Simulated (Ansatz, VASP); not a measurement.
**Cross-check of SnTe between VASP and Ansatz**

One calculation is typed for both programs; each brings its own data sets. How far apart do they land? The cell is taken from a series of runs on this material, whose earlier steps may have relaxed, scaled, displaced or heated it; both programs get it as it stands.

Main program and level: Ansatz 0.2.0; plane waves, with VASP 6.6.1 beside it; zone-centre phonons at LDA.

## Step 1: Starting point

Symmetry: I4/mmm, No. 139, tetragonal system. The conventional cell has a = 4.321 Å, b = 4.321 Å, c = 6.241 Å, α = 90.00°, β = 90.00°, γ = 90.00°. Sn has 6 Te at 3.06 to 3.12 Å nearest. Te has 6 Sn at 3.06 to 3.12 Å nearest. Farther neighbours and most contacts between anions are not listed.

## Step 2: Ansatz: zone-centre phonons, LDA

Ansatz runs on its PAW soft_1 files.

Second derivatives magnify differences that forces hide, and they need a tight electronic threshold.

The input, input.yaml:

```yaml
crystal:
  lattice:
    - [0.0, 3.0554883235, 3.1202883546]
    - [3.0554883235, 0.0, 3.1202883546]
    - [3.0554883235, 3.0554883235, 0.0]
  atoms:
    - { symbol: Sn, position: [0.0, 0.0, 0.0] }
    - { symbol: Te, position: [0.5, 0.5, 0.5] }
kpoints:
  mp_grid: { grid: [12, 12, 12] }
hamiltonian:
  xc: lda
  pseudopotentials: { kind: paw, azcp: { folder: soft_1 }, xc_functional: pbe }
scf:
  occupations: { method: fixed }
output:
  eigenvalues: true
phonons:
  method: dfpt
```

Started as:

```sh
ansatz run input.yaml --threads 4 --pin off --max-ram 10240MiB --backend cpu --events-out ev --progress --plain --runs-dir out
```

Numbers of over 12 decimals in the logs are rounded to 6 here.

The log of the run:

```text
zone centre: on kpoints.mp_grid the ground state, and the responses unless they are solved on pairs of k-points, stand on 280 of the mesh's 1728 k-points, reduced under 8 symmetry operations, with k and −k counted as one. Each operation leaves every solved displacement unchanged or reverses it
Engine: ansatz 0.2.0, aarch64-unknown-linux-gnu
Pseudopotentials: kind: paw
Pseudopotential: Sn, paw, valence charge 14, recommended cutoff 420 eV (normal), soft_1/Sn.paw.azcp
Pseudopotential: Te, paw, valence charge 16, recommended cutoff 420 eV (normal), soft_1/Te.paw.azcp
Functional definition: SPW92
  exchange = slater_x
  correlation = pw_c
Crystal: 2 atoms, lattice volume = 58.262 Å³
Basis set: ecut = 420 eV, 1163 PW (Γ), exchange–correlation on 60×60×60 points (8 copies of the dense FFT grid, shifted against one another)
Bands: 19, of which v1, the nominal top of the filled ones, is band 15 counted from 1 (14 counted from 0)
Symmetry: 16 space group operations
k-points: 280 of 1728 (irreducible under 8 space group operations)
Non-local potential: Sn, projectors of the file, l = 0: 2, l = 1: 2, l = 2: 2, l = 3: 1
Non-local potential: Te, projectors of the file, l = 0: 2, l = 1: 2, l = 2: 2, l = 3: 1
PAW form: soft (Blöchl's): semilocal exchange-correlation on the pseudo side does not see the compensation charge
PAW frozen core: Sn, regenerated for the run's functional, and the local potential with it (the file was generated under x = pbe(κ = 0.804, μ = 0.219515), c = pbe(β = 0.066725))
PAW frozen core: Te, regenerated for the run's functional, and the local potential with it (the file was generated under x = pbe(κ = 0.804, μ = 0.219515), c = pbe(β = 0.066725))
PAW one-centre angular grid: Sn, 590 points (default); XC on 64 Gauss nodes
PAW one-centre angular grid: Te, 590 points (default); XC on 64 Gauss nodes
Initial density: superposition of atomic densities (chi_scale 0.1, normalization cell, long waves kept (reshape's long-wave potential 0.00 eV rms))
Initial wavefunctions: pseudopotential atomic-orbital guess
Functional: x = slater, c = lda
SCF iter   1: F=—  HF=-12707.399227 eV  |F-HF|=—  |Δ(HF+E_count)|=         —  Δρ=1.11e-2  dr2=7.06e-2  ethr=3.10e-3  ⟨swp⟩=4.9  Hψ=23584  notcnv=0  defer=512
preconditioner: auto → none  [insulator: Δε(μ)=0.276 eV  Ē_g=17.025 eV  n_scr=14 (ndim 8)  ℏωp=21.8 eV  f_vac=0.000  ε∞_Penn≈2.6]
SCF iter   2: F=—  HF=-12707.386890 eV  |F-HF|=—  |Δ(HF+E_count)|=   1.23e-2  Δρ=4.99e-3  dr2=1.29e-2  ethr=2.35e-4  ⟨swp⟩=2.1  Hψ=8725  notcnv=0  defer=545
SCF iter   3: F=—  HF=-12707.386656 eV  |F-HF|=—  |Δ(HF+E_count)|=   2.34e-4  Δρ=1.15e-3  dr2=1.56e-3  ethr=4.30e-5  ⟨swp⟩=2.4  Hψ=10171  notcnv=0  defer=551
SCF iter   4: F=—  HF=-12707.386197 eV  |F-HF|=—  |Δ(HF+E_count)|=   4.59e-4  Δρ=2.81e-4  dr2=3.49e-5  ethr=5.21e-6  ⟨swp⟩=3.9  Hψ=10543  notcnv=0  defer=553
SCF iter   5: F=—  HF=-12707.386195 eV  |F-HF|=—  |Δ(HF+E_count)|=   1.61e-6  Δρ=4.44e-5  dr2=5.07e-7  ethr=1.16e-7  ⟨swp⟩=2.2  Hψ=6681  notcnv=0  defer=535
SCF iter   6: F=—  HF=-12707.386195 eV  |F-HF|=—  |Δ(HF+E_count)|=   4.90e-7  Δρ=8.06e-6  dr2=1.95e-8  ethr=1.69e-9  ⟨swp⟩=2.5  Hψ=8715  notcnv=0  defer=348
SCF iter   7: F=—  HF=-12707.386195 eV  |F-HF|=—  |Δ(HF+E_count)|=   6.96e-9  Δρ=8.10e-7  dr2=2.34e-10  ethr=6.52e-11  ⟨swp⟩=2.0  Hψ=9329  notcnv=0  defer=348
SCF iter   8: F=-12707.386195 eV  HF=-12707.386195 eV  |F-HF|=1.46e-11  |Δ(HF+E_count)|=  1.35e-10  Δρ=1.55e-7  dr2=1.32e-11  ethr=1.00e-12  ⟨swp⟩=10.5  Hψ=37243  notcnv=0
SCF 1 converged in 8 iterations: F = -12707.386195 eV  dr2 = 1.32e-11
  greatest PAW one-centre occupation: 0.999 electrons in one spin orbital (limit 2), on the Te atom at site 1 (counted from 0), in its partial waves of l = 2
DFPT response loops at Γ: preconditioner auto → Resta (q_TF=auto, 2.443 Å⁻¹)  ε∞=15.1 (no band partly filled); β = 1.00, the filter's whole step (`scf.mixing.beta` (0.50) is not read by the response loops at its default; to damp them type it under 1.00, their step now; it binds the ground state too); Broyden in place of MSR1
SCF converged after 8 iterations
Free energy (F): -12707.386195 eV
Harris-Foulkes:  -12707.386195 eV  (|F-HF|=1.46e-11)
Internal energy: -12707.386195 eV  (E = F + TS)
E sigma→0 (E₀):  -12707.386195 eV
Fermi energy:    10.359933 eV
--- Per-component energies (eV) ---
  E_band       = -332.273308
  E_kinetic    = 343.121602
  E_local      = -2583.520710  (includes V_loc(G=0)·N_el)
  E_nonlocal   = 221.653283
  E_hartree    = 1297.084504
  E_xc         = -248.258811
  E_vxc        = -185.176462  (∫ρ·V_xc dr)
  E_paw        = -8743.248968  (= ΣΔE_a)
  E_vpaw       = -722.520146  (= ΣTr[D̂ρ^β])
  E_aug_tail   = 0.000346  (compensation charges beyond the density's cutoff)
  E_ewald      = -2995.320974
  E_core_change = 1.103533  (= ΣΔE_core)
  E_smearing   = -0.000000  (= −TS)
  E_closure    = -0.000000  (closes the sum)
  Σ components = -12707.386195   (vs F -12707.386195, Δ=0.00e0)
--- Band table (eV; the first three rows and the last of 280) ---
  k-point 0: bands = [... 11 lower, 5.9349, 8.0916, 8.0916, 8.3294, 13.5695, 14.1109, 14.1109, 15.0980]
  k-point 1: bands = [... 11 lower, 5.4858, 8.1081, 8.2292, 8.5355, 13.2289, 13.7235, 13.7417, 15.1066]
  k-point 2: bands = [... 11 lower, 4.5768, 8.1604, 8.2731, 9.0904, 12.5273, 12.9412, 13.0078, 15.1488]
  k-point 279: bands = [... 11 lower, 3.9523, 4.4374, 6.4513, 6.4513, 12.4528, 15.7571, 15.7571, 17.1005]
--- Phonons (Γ-DFPT): 4 representative perturbations + reference, on 280 of 1728 k-points (Σ response iterations 12) ---
  k mesh reduced under 8 symmetry operations, with k and −k counted as one. Each operation leaves every solved displacement unchanged or reverses it
  ASR residual: 1.125e-4 → 0.000e0 eV/Å²; symmetrization residual: 3.210e-6 eV/Å²
  ASR residual per site (eV/Å²): 5.35e-5 1.12e-4
  Γ frequencies (cm⁻¹): 0.00 0.00 0.00 37.52 60.33 60.33
  non-analytic LO–TO correction: not included (Born effective charges unavailable; polar crystals: no LO–TO splitting at Γ)
```

Reading the cycles: dr2 is the Hartree energy of the density residual (eV), the measure of convergence; HF is the Harris–Foulkes estimate of the energy, which meets the free energy F at convergence.

## Step 3: VASP: zone-centre phonons, LDA

The same cell, functional (in two slightly different forms) and mesh now go to VASP, with its own data sets.

Lines of VASP's logs that name or quote its potential files are left out, and so is its time.

The input, INCAR:

```
SYSTEM = SnTe
PREC = Accurate
ENCUT = 500
EDIFF = 1E-08
NELM = 120
ISMEAR = 0
SIGMA = 0.01
LREAL = .FALSE.
ALGO = Normal
GGA = CA
NBANDS = 16
LORBIT = 11
LWAVE = .FALSE.
LCHARG = .FALSE.
ISIF = 2
IBRION = 8
LASPH = .TRUE.
GGA_COMPAT = .FALSE.
EFERMI = MIDGAP
KPAR = 2
```

The input, POSCAR:

```
SnTe
1.0
    0.0000000000      3.0554883235      3.1202883546
    3.0554883235      0.0000000000      3.1202883546
    3.0554883235      3.0554883235      0.0000000000
Sn Te
1 1
Direct
    0.0000000000      0.0000000000      0.0000000000
    0.5000000000      0.5000000000      0.5000000000
```

The input, KPOINTS:

```
Automatic mesh
0
Gamma
12 12 12
0 0 0
```

The projector-augmented-wave data sets are Sn_d and Te (LDA family, release 64).

Started as:

```sh
mpirun -np 2 vasp_std
```

The log of the run:

```text
[banner, memory and clock lines left out]
running    2 mpi-ranks, on    1 nodes
 distrk:  each k-point on    1 cores,    2 groups
 distr:  one band on    1 cores,    1 groups

 POSCAR found type information on POSCAR SnTe
 POSCAR found :  2 types and       2 ions
 LDA part: xc-table for (Slater(with rela. corr.)+CA(PZ))
 , standard interpolation
 POSCAR, INCAR and KPOINTS ok, starting setup
 FFT: planning ... GRIDC
 FFT: planning ... GRID_SOFT
 FFT: planning ... GRID
 WAVECAR not read
 entering main loop
       N       E                     dE             d eps       ncg     rms          rms(c)
DAV:   1     0.122895907627E+03    0.12290E+03   -0.95086E+03  5248   0.143E+03
DAV:   2     0.133911642248E+01   -0.12156E+03   -0.11893E+03  5752   0.350E+02
DAV:   3    -0.858293998455E+01   -0.99221E+01   -0.98782E+01  6608   0.882E+01
DAV:   4    -0.884614951196E+01   -0.26321E+00   -0.26317E+00  6312   0.158E+01
DAV:   5    -0.885754798766E+01   -0.11398E-01   -0.11398E-01  7720   0.299E+00    0.550E+00
DAV:   6    -0.881294888422E+01    0.44599E-01   -0.84863E-02  7568   0.222E+00    0.345E+00
DAV:   7    -0.880776620829E+01    0.51827E-02   -0.37446E-02  6960   0.112E+00    0.566E-01
DAV:   8    -0.880674498095E+01    0.10212E-02   -0.66827E-03  6704   0.681E-01    0.153E-01
DAV:   9    -0.880678401022E+01   -0.39029E-04   -0.47941E-04  6928   0.209E-01    0.584E-02
DAV:  10    -0.880676941216E+01    0.14598E-04   -0.55689E-05  6944   0.723E-02    0.256E-02
DAV:  11    -0.880676982895E+01   -0.41679E-06   -0.13657E-05  6952   0.353E-02    0.724E-03
DAV:  12    -0.880676952251E+01    0.30644E-06   -0.14973E-06  6704   0.136E-02    0.503E-03
DAV:  13    -0.880676952193E+01    0.57753E-09   -0.27036E-07  6992   0.433E-03    0.459E-03
DAV:  14    -0.880676951440E+01    0.75374E-08   -0.38898E-08  5912   0.960E-04
   1 F= -.88067695E+01 E0= -.88067695E+01  d E =-.294104E-74
 Linear response reoptimize wavefunctions to high precision
DAV:   1    -0.880676951494E+01   -0.54024E-09   -0.28245E-09  6264   0.339E-04
DAV:   2    -0.880676951495E+01   -0.10004E-10   -0.59494E-11  3704   0.542E-05
 Linear response DOF=           4
 Linear response progress:
  Degree of freedom:   1/  4
       N       E                     dE             d eps       ncg     rms          rms(c)
RMM:   1    -0.217381034358E+00   -0.21738E+00    0.36533E-01 10841   0.107E+01
RMM:   2    -0.222881045635E+00   -0.55000E-02   -0.11894E-02 15790   0.883E-01    0.939E-02
RMM:   3    -0.222726900128E+00    0.15415E-03   -0.90514E-04 17345   0.244E-01    0.495E-02
RMM:   4    -0.222470142964E+00    0.25676E-03   -0.88795E-05 17348   0.749E-02    0.820E-03
RMM:   5    -0.222474736365E+00   -0.45934E-05   -0.78755E-06 17838   0.227E-02    0.386E-03
RMM:   6    -0.222483113459E+00   -0.83771E-05   -0.14213E-06 17622   0.791E-03    0.121E-03
RMM:   7    -0.222482252032E+00    0.86143E-06   -0.42261E-07 18211   0.312E-03    0.834E-04
RMM:   8    -0.222480115976E+00    0.21361E-05    0.13342E-07 17785   0.134E-03    0.341E-04
RMM:   9    -0.222479534503E+00    0.58147E-06    0.38756E-07 18679   0.641E-04    0.173E-04
RMM:  10    -0.222479231298E+00    0.30321E-06    0.55789E-07 18422   0.323E-04    0.129E-04
RMM:  11    -0.222479384665E+00   -0.15337E-06    0.45472E-07 19276   0.170E-04    0.347E-04
RMM:  12    -0.222479086109E+00    0.29856E-06    0.21663E-07 17689   0.104E-04    0.129E-04
RMM:  13    -0.222478938096E+00    0.14801E-06    0.10915E-07 18329   0.657E-05    0.270E-05
RMM:  14    -0.222478906344E+00    0.31752E-07    0.47855E-08 19103   0.411E-05    0.112E-05
RMM:  15    -0.222478873531E+00    0.32813E-07    0.23934E-08 16812   0.308E-05    0.237E-06
RMM:  16    -0.222478866761E+00    0.67701E-08    0.72125E-09 15305   0.255E-05    0.151E-07
 first order change of Fermi-energy   0.28251E-04
 force on displaced ion       1 direction 1 :  -0.877   0.000   0.000
 Linear response progress:
  Degree of freedom:   2/  4
       N       E                     dE             d eps       ncg     rms          rms(c)
RMM:   1    -0.217078860298E+00   -0.21708E+00    0.38330E-01  6310   0.109E+01
RMM:   2    -0.222643569473E+00   -0.55647E-02   -0.11781E-02  9121   0.878E-01    0.797E-02
RMM:   3    -0.222535125295E+00    0.10844E-03   -0.89896E-04  9998   0.241E-01    0.417E-02
RMM:   4    -0.222313967178E+00    0.22116E-03   -0.78362E-05 10075   0.712E-02    0.828E-03
RMM:   5    -0.222312659195E+00    0.13080E-05   -0.74441E-06 10406   0.220E-02    0.373E-03
RMM:   6    -0.222318084398E+00   -0.54252E-05   -0.12565E-06 10276   0.747E-03    0.131E-03
RMM:   7    -0.222317734814E+00    0.34958E-06   -0.35583E-07 10578   0.295E-03    0.699E-04
RMM:   8    -0.222314672788E+00    0.30620E-05    0.22436E-07 10066   0.131E-03    0.127E-04
RMM:   9    -0.222314907847E+00   -0.23506E-06    0.44942E-07 10889   0.592E-04    0.178E-04
RMM:  10    -0.222314826654E+00    0.81193E-07    0.53517E-07 10918   0.288E-04    0.212E-04
RMM:  11    -0.222314798147E+00    0.28506E-07    0.36861E-07 10771   0.161E-04    0.366E-04
RMM:  12    -0.222314519902E+00    0.27825E-06    0.18805E-07  9928   0.914E-05    0.107E-04
RMM:  13    -0.222314149566E+00    0.37034E-06    0.95173E-08 10057   0.706E-05    0.187E-04
RMM:  14    -0.222314078483E+00    0.71083E-07    0.39642E-08 10842   0.443E-05    0.214E-04
RMM:  15    -0.222314179560E+00   -0.10108E-06    0.13907E-08 10726   0.331E-05    0.802E-05
RMM:  16    -0.222314258867E+00   -0.79308E-07    0.61238E-09 10327   0.281E-05    0.445E-06
RMM:  17    -0.222314270023E+00   -0.11156E-07    0.40081E-09  9334   0.232E-05    0.815E-06
RMM:  18    -0.222314267510E+00    0.25131E-08    0.20443E-09  5769   0.214E-05    0.826E-06
 first order change of Fermi-energy  -0.17458E-03
 force on displaced ion       1 direction 3 :   0.000   0.000  -0.399
 Linear response progress:
  Degree of freedom:   3/  4
       N       E                     dE             d eps       ncg     rms          rms(c)
RMM:   1    -0.477200264968E-01   -0.47720E-01    0.63688E-02 19262   0.927E-01
RMM:   2    -0.480561698825E-01   -0.33614E-03   -0.21332E-03 16825   0.234E-01    0.762E-02
RMM:   3    -0.482048190621E-01   -0.14865E-03   -0.17342E-04 17066   0.685E-02    0.541E-02
RMM:   4    -0.484344712757E-01   -0.22965E-03   -0.27537E-05 16860   0.341E-02    0.620E-03
RMM:   5    -0.484404052331E-01   -0.59340E-05   -0.12305E-06 17370   0.838E-03    0.320E-03
RMM:   6    -0.484423995941E-01   -0.19944E-05   -0.98306E-08 17005   0.237E-03    0.820E-04
RMM:   7    -0.484407642130E-01    0.16354E-05    0.93251E-09 17500   0.530E-04    0.132E-04
RMM:   8    -0.484408753386E-01   -0.11113E-06   -0.25956E-07 16944   0.164E-04    0.431E-05
RMM:   9    -0.484409120020E-01   -0.36663E-07    0.28057E-07 18046   0.667E-05    0.157E-05
RMM:  10    -0.484409315367E-01   -0.19535E-07    0.42911E-07 18328   0.248E-05    0.356E-06
RMM:  11    -0.484409139914E-01    0.17545E-07    0.46434E-08 17373   0.131E-05    0.949E-07
RMM:  12    -0.484409169050E-01   -0.29136E-08    0.59853E-09 14246   0.103E-05    0.260E-07
 first order change of Fermi-energy  -0.12671E-03
 force on displaced ion       2 direction 1 :  -0.898   0.000   0.000
 Linear response progress:
  Degree of freedom:   4/  4
       N       E                     dE             d eps       ncg     rms          rms(c)
RMM:   1    -0.477566651966E-01   -0.47757E-01    0.60814E-02 11094   0.891E-01
RMM:   2    -0.480267266251E-01   -0.27006E-03   -0.20382E-03  9755   0.226E-01    0.662E-02
RMM:   3    -0.481714185664E-01   -0.14469E-03   -0.17356E-04  9904   0.667E-02    0.466E-02
RMM:   4    -0.483827729128E-01   -0.21135E-03   -0.24989E-05  9780   0.317E-02    0.590E-03
RMM:   5    -0.483921923436E-01   -0.94194E-05   -0.11593E-06 10088   0.781E-03    0.298E-03
RMM:   6    -0.483933160328E-01   -0.11237E-05   -0.91262E-08  9856   0.222E-03    0.812E-04
RMM:   7    -0.483916010373E-01    0.17150E-05    0.27207E-08 10115   0.496E-04    0.124E-04
RMM:   8    -0.483916908823E-01   -0.89845E-07   -0.15889E-07  9871   0.158E-04    0.413E-05
RMM:   9    -0.483917103115E-01   -0.19429E-07    0.29518E-07 10474   0.624E-05    0.148E-05
RMM:  10    -0.483917263714E-01   -0.16060E-07    0.44240E-07 10665   0.244E-05    0.325E-06
RMM:  11    -0.483917075794E-01    0.18792E-07    0.28929E-08  9776   0.143E-05    0.834E-07
RMM:  12    -0.483917105651E-01   -0.29857E-08    0.60417E-09  7556   0.118E-05    0.259E-07
 first order change of Fermi-energy   0.32207E-03
 force on displaced ion       2 direction 3 :   0.000   0.000  -0.387
 Linear response finished
```

(Part 1 of 2 ends here.)

[Lines on the potential files, build, host, timing and source positions are cut from VASP's logs without a mark.]

[Logs are printed without paths, hosts, clocks, repeated set-up lines and the standing remarks that a program may print on its own settings, such as how far it seeks lower states.]

[Hosts, paths, dates, database ids (printed as entryN), source tags and the programs' standing remarks are cut or masked in the printed files.]
